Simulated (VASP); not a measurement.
All values below come from PBE GGA, VASP's PBE PAW potentials (set 64) (plane waves; VASP).

VASP ran on this input.

### INCAR
```
# general
SYSTEM  = SiRu
PREC    = Accurate
ENCUT   = 300
LREAL   = .FALSE.
LASPH   = .TRUE.

# electronic loop
EDIFF   = 1E-6
NELM    = 100
ALGO    = Normal
LMAXMIX = 4

# smearing
ISMEAR  = -1
SIGMA   = 0.02

# functional
GGA     = PE

# ions
ISIF    = 2

# output
LWAVE   = .FALSE.
LCHARG  = .FALSE.
```

File POSCAR:
```
SiRu
4.7985340
  1.0000000000   0.0000000000   0.0000000000
  0.0000000000   1.0000000000   0.0000000000
  0.0000000000   0.0000000000   1.0000000000
Si Ru
4 4
Cartesian
  0.1624200000   0.3375800000   0.6624200000
  0.3375800000   0.6624200000   0.1624200000
  0.6624200000   0.1624200000   0.3375800000
  0.8375800000   0.8375800000   0.8375800000
  0.8705900000   0.6294100000   0.3705900000
  0.6294100000   0.3705900000   0.8705900000
  0.3705900000   0.8705900000   0.6294100000
  0.1294100000   0.1294100000   0.1294100000
```

### KPOINTS
```
K-points
0
Gamma
  7 7 7
```

POTCAR, in this order: Si Ru_pv (PBE.64 set). Program: vasp_std.

At this cut-off the stress carries a Pulay error, which pulls relaxed volumes low.

Estimate the energy per atom (σ→0), pressure, largest force.

The energy per atom (σ→0) is -7.942 eV/atom. The pressure is -9.24 GPa and the largest force is 0.00961 Ry/bohr.

File OSZICAR:
```
...
DAV:   8    -0.635375673945E+02    0.11056E+00   -0.43738E-01  2269   0.355E+00    0.779E-01
DAV:   9    -0.635361754179E+02    0.13920E-02   -0.18817E-02  2628   0.643E-01    0.484E-01
DAV:  10    -0.635356278714E+02    0.54755E-03   -0.26980E-03  2384   0.333E-01    0.115E-01
DAV:  11    -0.635356017654E+02    0.26106E-04   -0.27723E-04  2393   0.882E-02    0.508E-02
DAV:  12    -0.635355992754E+02    0.24901E-05   -0.18491E-05  2381   0.231E-02    0.106E-02
DAV:  13    -0.635355964068E+02    0.28686E-05   -0.23187E-06  1520   0.877E-03    0.412E-03
DAV:  14    -0.635355959778E+02    0.42905E-06   -0.27867E-07  1221   0.273E-03
   1 F= -.63535596E+02 E0= -.63535547E+02  d E =-.983335E-04
```

The structure comes from a computed database's SiRu entry; how it stands against other phases isn't given here. The cell was not relaxed at this level. The run is one of a series of settings (KPOINTS 7×7×7 Γ-centred mesh against the base run), some of them coarse on purpose.
